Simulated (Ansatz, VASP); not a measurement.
# Te2Pb: VASP beside Ansatz, part 2 of 2

One calculation is typed for both programs; each brings its own data sets. How far apart do they land? The cell is generated by rule, not measured, and may not be a known phase. The cell is taken from a series of runs on this material, whose earlier steps may have relaxed, scaled, displaced or heated it; both programs get it as it stands.

VASP 6.6.1 and Ansatz 0.2.0.

So far: Set-up; VASP: relaxation of cell and atoms, PBEsol, pair 1; Ansatz: relaxation of cell and atoms, PBEsol, pair 1.

**4. Side by side**

Known differences besides the potentials themselves: the data sets hold 92 valence electrons in Ansatz (on its default PAW (the set named soft_2) files) and 52 in VASP; the cutoff is 420 eV in Ansatz and 500 eV in VASP; Ansatz makes its cores anew for this functional, VASP keeps those of its PBE data sets; Ansatz adds a Pulay correction to the stress that steers its cell, VASP none. Total energies have different zeros and are not compared.

Both answers:

```
                                         quantity  Ansatz    VASP  difference
                                      volume (Å³)  226.29  226.25     +0.01 %
edge a after relaxation, in the typed setting (Å)   6.284   6.284     +0.00 %
edge c after relaxation, in the typed setting (Å)   5.731   5.730     +0.01 %
```

**5. VASP: relaxation of cell and atoms, PBEsol, pair 2**

The relaxed volume is the usual yardstick between codes: in a stiff, nearly cubic crystal its relative difference is about their pressure difference at one cell divided by the bulk modulus.

The input, INCAR:

```
SYSTEM = Te2Pb
PREC = Accurate
ENCUT = 500
EDIFF = 1E-07
NELM = 120
ISMEAR = 1
SIGMA = 0.2
LREAL = .FALSE.
ALGO = Normal
GGA = PS
NBANDS = 32
LORBIT = 11
LWAVE = .FALSE.
LCHARG = .FALSE.
ISIF = 3
IBRION = 2
NSW = 80
EDIFFG = -0.005
LASPH = .TRUE.
GGA_COMPAT = .FALSE.
NELMIN = 4
KPAR = 2
```

The input, POSCAR:

```
Te2Pb
1.0
    6.1484540000      0.0000000000      0.0000000000
    0.0000000000      6.1484540000      0.0000000000
    0.0000000000      0.0000000000      5.9316220000
Pb Te
2 4
Direct
    0.0000000000      0.5000000000      0.0000000000
    0.5000000000      0.0000000000      0.5000000000
    0.2798355489      0.9340024338      0.0000000000
    0.7201644511      0.0659975662      0.0000000000
    0.9340024338      0.7201644511      0.5000000000
    0.0659975662      0.2798355489      0.5000000000
```

The input, KPOINTS:

```
Automatic mesh
0
Gamma
6 6 6
0 0 0
```

PAW data sets: Pb_d and Te (PBE family, release 64).

Run with:

```bash
$ mpirun -np 2 vasp_std
```

Numbers of over 12 decimals in the logs are rounded to 6 here.

The program printed:

```text
[banner, memory and clock lines left out]
running    2 mpi-ranks, on    1 nodes
[...]
[... a notice as in an earlier step ...]

 LDA part: xc-table for (Slater+PW92), standard interpolation
 POSCAR, INCAR and KPOINTS ok, starting setup
[...]
entering main loop
       N       E                     dE             d eps       ncg     rms          rms(c)
DAV:   1     0.456384379530E+03    0.45638E+03   -0.21413E+04  2816   0.143E+03
DAV:   2     0.280718278747E+02   -0.42831E+03   -0.41786E+03  3048   0.361E+02
DAV:   3    -0.198658929867E+02   -0.47938E+02   -0.46693E+02  3768   0.137E+02
DAV:   4    -0.219280400432E+02   -0.20621E+01   -0.20549E+01  3480   0.334E+01
[...]
DAV:  14    -0.217004381413E+02   -0.11851E-05   -0.17567E-06  2944   0.726E-03    0.694E-03
DAV:  15    -0.217004384360E+02   -0.29469E-06   -0.12289E-06  3024   0.755E-03    0.143E-03
DAV:  16    -0.217004384007E+02    0.35330E-07   -0.10055E-07  2104   0.197E-03
   1 F= -.21700438E+02 E0= -.21700530E+02  d E =-.217004E+02
[... from here on, the cycles between the ionic steps are left out ...]
   2 F= -.21700556E+02 E0= -.21700621E+02  d E =-.117322E-03
   3 F= -.21700576E+02 E0= -.21700622E+02  d E =-.138029E-03
   4 F= -.21700592E+02 E0= -.21700638E+02  d E =-.157848E-04
 trial-energy change:   -0.000016  1 .order   -0.000015   -0.000024   -0.000006
 step:   1.4062(harm=  1.5060)  dis= 0.00039  next Energy=   -21.700593 (dE=-0.164E-04)
 reached required accuracy - stopping structural energy minimisation
```

OUTCAR, selected parts (step 5):

```text
  Total       -0.0036382     -0.0036382      0.0236495     -0.0000009      0.0000000      0.0000000
  in kB       -0.0260211     -0.0260211      0.1691472     -0.0000063      0.0000000      0.0000000
  external PRESSURE =       0.0390350 kB  Pullay stress =       0.0000000 kB

 POSITION                                       TOTAL-FORCE (eV/Angst)
 -----------------------------------------------------------------------------------
     -0.00000      3.07423      0.00000         0.000000      0.000000      0.000000
      3.07423      0.00000      2.96282         0.000000      0.000000      0.000000
      1.71836      5.74149      0.00000         0.000280     -0.003007      0.000000
      4.43010      0.40697      5.92563        -0.000280      0.003007     -0.000000
      5.74149      4.43010      2.96282        -0.003007     -0.000280      0.000000
      0.40697      1.71836      2.96282         0.003007      0.000280      0.000000
 -----------------------------------------------------------------------------------
    total drift:                                0.000000     -0.000000     -0.000000

  FREE ENERGIE OF THE ION-ELECTRON SYSTEM (eV)
  ---------------------------------------------------
  free  energy   TOTEN  =       -21.7005922146 eV

  energy  without entropy=      -21.7007300467  energy(sigma->0) =      -21.70063816

[... 1 part as in an earlier step ...]

[... 3 further parts left out ...]
[key lines of the parts left out:]
E-fermi :   4.7666
```

The run keeps the 8 symmetry operations of its start, so it cannot find a distortion of lower symmetry.

**6. Ansatz: relaxation of cell and atoms, PBEsol, pair 2**

The same cell, functional, mesh and smearing now go to Ansatz, which takes its cutoff from its data sets.

The cell is taken from a series of runs on this material, whose earlier steps may have relaxed, scaled, displaced or heated it; both programs get it as it stands.

The input, input.yaml:

```yaml
crystal:
  lattice:
    - [6.1484539519, 0.0, 0.0]
    - [0.0, 6.1484539519, 0.0]
    - [0.0, 0.0, 5.931621851]
  atoms:
    - { symbol: Pb, position: [0.0, 0.5, 0.0] }
    - { symbol: Pb, position: [0.5, 0.0, 0.5] }
    - { symbol: Te, position: [0.2798354826, 0.9340024424, 0.0] }
    - { symbol: Te, position: [0.7201645174, 0.0659975576, 0.0] }
    - { symbol: Te, position: [0.9340024424, 0.7201645174, 0.5] }
    - { symbol: Te, position: [0.0659975576, 0.2798354826, 0.5] }
kpoints:
  mp_grid: { grid: [6, 6, 6] }
hamiltonian:
  xc: pbesol
scf:
  occupations: { method: methfessel_paxton, width: 0.2 }
output:
  forces: true
  stress: true
  eigenvalues: true
relax:
  adjacent_minimum: "off"
  f_tol: 0.001
  max_steps: 60
  cell: { stress_tol: 0.01 }
```

Run with:

```bash
$ ansatz run input.yaml --threads 8 --pin off --max-ram 14336MiB --backend cpu --events-out ev --progress --plain --runs-dir out
```

The program printed:

```text
[...]
Crystal: 6 atoms, lattice volume = 224.236 Å³
Basis set: ecut = 420 eV, 4383 PW (Γ), exchange–correlation on 90×90×80 points (8 copies of the dense FFT grid, shifted against one another)
Bands: 56, of which v1, the nominal top of the filled ones, is band 46 counted from 1 (45 counted from 0)
Symmetry: 8 space group operations
[...]
k-points: 44 of 216
[...]
cell:  # Å, volume = 224.1232 Å³
    - [6.149104, 0, 0]
    - [0, 6.149104, 0]
    - [0, 0, 5.927386]
  atoms:
    - { symbol: Pb, position: [0, 0.5, 0] }
    - { symbol: Pb, position: [0.5, 0, 0.5] }
    - { symbol: Te, position: [0.279994, 0.933441, 0] }
    - { symbol: Te, position: [0.720006, 0.066559, 0] }
    - { symbol: Te, position: [0.933441, 0.720006, 0.5] }
    - { symbol: Te, position: [0.066559, 0.279994, 0.5] }
[key lines of the parts left out:]
SCF converged after 6 iterations
Free energy (F): -51115.530686 eV
Fermi energy:    7.461572 eV
P = ⅓ Tr σ = 0.0020 GPa (0.020 kbar)
```

**7. Side by side**

What differs besides the data sets and the points named for the pairs above, as far as they apply: the data sets hold 92 valence electrons in Ansatz (on its default PAW (the set named soft_2) files) and 52 in VASP. Total energies have different zeros and are not compared.

The two programs side by side:

```
                                         quantity  Ansatz    VASP  difference
                                      volume (Å³)  224.12  224.01     +0.05 %
edge a after relaxation, in the typed setting (Å)   6.149   6.149     +0.01 %
edge c after relaxation, in the typed setting (Å)   5.927   5.926     +0.03 %
```

**8. Summary of results**

```yaml
difference_in_volume_relaxation_of_cell_and_atoms_pbesol_pair_1: 0.015 %
difference_in_volume_relaxation_of_cell_and_atoms_pbesol_pair_2: 0.051 %
```

In words: The difference in volume is 0.051 % (relaxation of cell and atoms, PBEsol, pair 2), within the 1.2 % picked in this series as the mark of a large difference, as far as the stopping tolerances let one tell. The data sets hold unlike numbers of valence electrons (92 in Ansatz and 52 in VASP), so part of the differences comes from the potentials. How closely two codes agree says nothing of how well the functional describes the real material.

[Lines on the potential files, build, host, timing and source positions are cut from VASP's logs without a mark.]

[Logs are printed without paths, hosts, clocks, repeated set-up lines and the standing remarks that a program may print on its own settings, such as how far it seeks lower states.]

[Hosts, paths, dates, database ids (printed as entryN), source tags and the programs' standing remarks are cut or masked in the printed files.]
